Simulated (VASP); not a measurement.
Data:

```
CELL_PARAMETERS angstrom
     -1.61816     1.61816     3.94710
      1.61816    -1.61816     3.94710
      1.61816     1.61816    -3.94710
ATOMIC_POSITIONS crystal
  Si 0.66500 0.66500 0.00000
  Si 0.33500 0.33500 0.00000
  W  0.00000 0.00000 0.00000
```

All values below come from LDA (Ceperley-Alder, Perdew-Zunger), VASP's LDA PAW potentials (set 64) (plane waves; VASP). Numerical set-up: 300 eV cut-off, 6×6×8 Γ-centred mesh, Fermi-Dirac smearing of 0.10 eV, potentials Si W_sv.

At this cut-off the stress carries a Pulay error, which pulls relaxed volumes low.

Task: Give the force on each atom (eV/Å).

Result: 
```
atom     Fx     Fy      Fz
----  -----  -----  ------
Si1   0.000  0.000  -0.066
Si2   0.000  0.000   0.066
W3    0.000  0.000   0.000
```

Task: Give the stress tensor in GPa (positive for a compressed cell).

Result: 
```
 -9.71    0.00    0.00
  0.00   -9.71    0.00
  0.00    0.00  -10.91
```
The pressure is its mean diagonal, -10.11 GPa.

The structure is a typed WSi2 crystal (I4/mmm). The cell was not relaxed at this level. The k-mesh is coarse (spacing up to 0.35 per Å, 2π included), so the numbers may not be converged in it.
